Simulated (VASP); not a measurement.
Crystal: Sb.

```
Sb
1.0
     2.15420    1.24373    3.75800
    -2.15420    1.24373    3.75800
     0.00000   -2.48746    3.75800
Sb
2
Direct
  0.23349 0.23349 0.23349
  0.76651 0.76651 0.76651
```

```yaml
Program: VASP 6.6.1
Task: relaxation of cell and atoms
Functional: PBE
Dispersion: D3(BJ)
Potentials_or_basis: VASP PAW PBE potentials, release 64 (Sb)
Cutoff: 520 eV
k_mesh: 9 × 9 × 9
Occupations: gaussian, width 0.02 eV
Spin: no spin polarisation
```

At the start: pressure 0.2 GPa; volume 30.21 Å³/atom.

**Question.** Where does the relaxation end?

**Answer.** Over 20 steps the energy falls by 3.7 meV/atom and the volume is 29.86 Å³/atom (-1.1 %); space group R-3m (No. 166, to 0.05 Å).

Step by step:
```
step  energy change (eV)  largest force (eV/Å)  pressure (GPa)  volume (Å³)
   1              0.0000                0.2143            0.25        60.41
   2             -0.0034                0.0768           -0.46        60.82
   3             -0.0035                0.0490           -0.61        60.91
   4             -0.0062                0.0220           -0.32        60.34
   5             -0.0073                0.0035            0.00        59.76
   6             -0.0073                0.0066            0.04        59.69
   7             -0.0074                0.0092            0.00        59.72
   8             -0.0074                0.0117           -0.05        59.75
   9             -0.0074                0.0111           -0.04        59.74
  10             -0.0074                0.0006            0.03        59.68
  11             -0.0074                0.0030            0.01        59.70
  12             -0.0074                0.0035            0.02        59.70
  13             -0.0074                0.0054            0.00        59.71
  14             -0.0074                0.0040            0.00        59.70
  15             -0.0074                0.0037            0.01        59.70
  16             -0.0074                0.0026            0.00        59.71
  17             -0.0074                0.0010           -0.01        59.73
  18             -0.0074                0.0013           -0.01        59.73
  19             -0.0074                0.0020           -0.01        59.72
  20             -0.0074                0.0002            0.00        59.72
```

Final structure:
```yaml
crystal:
  lattice:
    - [2.16311, 1.24887, 3.68429]
    - [-2.16311, 1.24887, 3.68429]
    - [0.00000, -2.49774, 3.68429]
  atoms:
    - { symbol: Sb, position: [0.23613, 0.23613, 0.23613] }
    - { symbol: Sb, position: [0.76387, 0.76387, 0.76387] }
```
